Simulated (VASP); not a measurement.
Calculation: PBE GGA, VASP's PBE PAW potentials (set 64) (plane waves; VASP). For the first row: Settings: 400 eV cut-off, 8×8×8 Γ-centred mesh, tetrahedra with Blöchl corrections, potentials Co Si.

| system | energy (eV/atom) |
|---|---|
| CoSi (B20) | -6.8436 |
| Co (hcp) | -7.0363 |
| Si (diamond) | -5.4240 |

The references are the elements' solids at the same level; no temperature or zero-point terms are added.

Question: What is the formation energy per atom of CoSi?

Answer: The references average (4×(-7.0363) + 4×(-5.4240))/8 = -6.2302 eV, so the formation energy is -6.8436 − (-6.2302) = -0.613 eV/atom.
